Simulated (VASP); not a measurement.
A run of VASP 6.6.1:

INCAR

```
SYSTEM = GaH2OF3
ALGO = Normal ; EDIFF = 1E-6
ENCUT = 520 ; GGA = PE
ISIF = 2 ; ISMEAR = 0
IVDW = 2 ; LASPH = .True.
LCHARG = .False. ; LORBIT = 10
LREAL = .False. ; LWAVE = .False.
NELM = 100 ; PREC = Accurate
SIGMA = 0.01
```

KPOINTS

```
k-points
0
Gamma
  1 1 1
  0 0 0
```

Contents of POSCAR:

```
GaH2OF3
1.0
   12.0000000000      0.0000000000      0.0000000000
    0.0000000000     13.0000000000      0.0000000000
    0.0000000000      0.0000000000     12.0000000000
O Ga F H
1 1 3 2
Direct
    0.4026625000      0.5522384600      0.5450000000
    0.5204291700      0.4581307700      0.4763500000
    0.5584958300      0.4044769200      0.6048333300
    0.4512541700      0.3803769200      0.3809833300
    0.6002125000      0.5607000000      0.4251166700
    0.4019541700      0.5416692300      0.6246833300
    0.4237208300      0.6228538500      0.5313500000
```

Potentials or basis: VASP PAW PBE potentials, release 64 (O, Ga_d, F, H).

Command:

```console
$ cat potpaw_PBE.64/O/POTCAR potpaw_PBE.64/Ga_d/POTCAR potpaw_PBE.64/F/POTCAR potpaw_PBE.64/H/POTCAR > POTCAR
$ mpirun -np 1 vasp_gam > vasp.out
```

Hardware: 1 thread of Intel(R) Xeon(R) 6975P-C (Granite Rapids), with other jobs on the host.

Problem. How long does it take, and how much memory?

Solution. Wall time 2.3 min on 1 thread of Intel(R) Xeon(R) 6975P-C (Granite Rapids), with other jobs on the host, peak memory 1.4 GiB. Counts: scf iterations 26, k points 1.
